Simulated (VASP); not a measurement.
Consider the following.

```xyz
4
Lattice="4.1171 0.0000 0.0000 0.0000 4.1171 0.0000 0.0000 0.0000 5.0450" Properties=species:S:1:pos:R:3 pbc="T T T"
Pb     2.0586     0.0000     3.8352
Pb     0.0000     2.0586     1.2098
O      2.0586     2.0586     0.0000
O      0.0000     0.0000     0.0000
```

All values below come from PBE GGA with D4 dispersion, VASP's PBE PAW potentials (set 64) (plane waves; VASP). Run with 520 eV cut-off, 6×6×5 Γ-centred mesh, Gaussian smearing of 0.050 eV, potentials Pb_d O.

Q: The ions and cell shape at fixed volume are relaxed. Which structure does the run end with?

A: 
```xyz
4
Lattice="4.0528 0.0000 0.0000 0.0000 4.0528 0.0000 0.0000 0.0000 5.2066" Properties=species:S:1:pos:R:3 pbc="T T T"
Pb     2.0264     0.0000     4.0163
Pb     0.0000     2.0264     1.1903
O      2.0264     2.0264     0.0000
O      0.0000     0.0000     0.0000
```
Space group P4/nmm (129), at a tolerance of 0.03 Å.

Q: How much energy does the relaxation gain?

A: The energy (σ→0) changes by -10.8 meV/atom, in 8 ionic steps.

The compound is PbO in the litharge structure. This cell is one point of a volume scan, at 1.06 of the reference volume. Symmetry was kept, so distortions that lower it aren't found.
